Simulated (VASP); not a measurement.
## AlGa3O6: relaxation of cell and atoms with PBEsol

AlGa3O6:

```xyz
10
Lattice="-2.4659 4.2710 0.0000 -4.9318 0.0000 0.0000 -2.4659 1.4237 4.4874" Properties=species:S:1:pos:R:3 pbc="T T T"
Ga   -4.9318    2.8474    4.2348
Ga   -2.4659    1.4237    2.4963
Ga   -7.3976    4.2710    1.9911
Al   -4.9318    2.8474    0.2526
O    -3.9757    1.4237    1.1218
O    -3.2208    2.9635    3.3655
O    -6.6427    2.7312    1.1218
O    -4.1768    4.3871    1.1218
O    -5.6867    1.3076    3.3655
O    -5.8878    4.2710    3.3655
```

The cell comes from a database or a generator and needn't be the stable form of this composition.

```
Program                : VASP 6.6.1
Task                   : relaxation of cell and atoms
Functional             : PBEsol
Potentials or basis    : VASP PAW PBE potentials, release 64 (Ga_d, Al, O)
Cutoff                 : 600 eV
k mesh                 : 6 × 6 × 6
Occupations            : gaussian, width 0.02 eV
Spin                   : no spin polarisation
Further INCAR settings : ALGO = Normal; EDIFF = 1e-06; IBRION = 2; EDIFFG = -0.005; NSW = 40; ISIF = 3
```

| Property | Result |
| --- | --- |
| Relaxed volume | 9.42 Å³/atom |
| Relaxed cell | a = 4.946 Å, b = 4.946 Å, c = 5.284 Å, α = 62.09°, β = 62.09°, γ = 60.00° |
| Space group after relaxing (to 0.05 Å) | R3 (No. 146) |
| Energy gained by relaxing | 21.6 meV/atom |
| Ionic steps | 13 |
| Pressure after relaxing | -0.1 GPa |
| Largest force after relaxing | 0.004 eV/Å |
| Band gap on the k mesh | 3.31 eV, indirect (least direct gap 3.49 eV) |

Forces in eV/Å, atoms in the order of the input:
```
Ga   0.000  0.000  0.004
Ga   0.000  0.000  0.004
Ga   0.000  0.000 -0.002
Al   0.000  0.000 -0.001
O    0.001  0.003 -0.002
O   -0.001  0.000  0.000
O    0.002 -0.002 -0.002
O   -0.003 -0.001 -0.002
O    0.000  0.001  0.000
O    0.000  0.000  0.000
```

The path:
```tsv
step	energy change (eV)	largest force (eV/Å)	pressure (GPa)	volume (Å³)
1	0.0000	1.0521	0.29	94.52
2	-0.1693	0.5293	-0.95	94.76
3	-0.1698	0.5276	-1.03	94.77
4	-0.2023	0.3134	0.71	93.96
5	-0.2057	0.2140	1.60	93.59
6	-0.2135	0.1139	-0.99	94.60
7	-0.2145	0.1128	-0.29	94.33
8	-0.2158	0.0245	0.10	94.16
9	-0.2158	0.0162	-0.05	94.19
10	-0.2158	0.0167	-0.02	94.18
11	-0.2159	0.0063	0.08	94.16
12	-0.2159	0.0072	0.05	94.16
13	-0.2159	0.0043	-0.06	94.20
```

Final structure:
```
CELL_PARAMETERS angstrom
-2.47322 4.28374 0.00000
-4.94644 0.00000 0.00000
-2.47322 1.42791 4.44554
ATOMIC_POSITIONS crystal
Ga 0.35526 0.35526 0.93421
Ga 0.14446 0.14446 0.56663
Ga 0.85926 0.85926 0.42223
Al 0.64955 0.64955 0.05136
O 0.26404 0.55229 0.25007
O 0.44704 0.04303 0.75845
O 0.55229 0.93361 0.25007
O 0.93361 0.26404 0.25007
O 0.04303 0.75148 0.75845
O 0.75148 0.44704 0.75845
```

Levels at points of the mesh, in eV from the valence-band top:
| k point | band 35 | band 36 | band 37 | band 38 | band 39 | band 40 | band 41 | band 42 | band 43 | band 44 |
| --- | --- | --- | --- | --- | --- | --- | --- | --- | --- | --- |
| (0.00, 0.00, 0.00) | -0.40 | -0.40 | -0.27 | -0.19 | -0.19 | 3.31 | 6.69 | 7.33 | 9.61 | 10.26 |
| (0.50, 0.00, 0.00) | -1.11 | -1.01 | -0.91 | -0.25 | -0.16 | 6.32 | 6.57 | 6.61 | 8.50 | 9.81 |
| (0.50, 0.50, 0.00) | -1.13 | -0.89 | -0.85 | -0.37 | -0.17 | 6.58 | 6.89 | 7.41 | 8.82 | 9.09 |
| (0.00, 0.00, 0.50) | -1.51 | -0.46 | -0.46 | -0.22 | -0.22 | 5.88 | 6.30 | 7.69 | 8.83 | 9.46 |

It took 6.7 min on 4 MPI ranks on Intel(R) Xeon(R) Platinum 8259CL CPU @ 2.50GHz (Skylake/Cascade Lake), on a shared host, peak memory 0.37 GiB a rank.

Caveat: the PAW data sets were made with another functional, which shifts forces and pressure a little. A k mesh can miss the band edges.
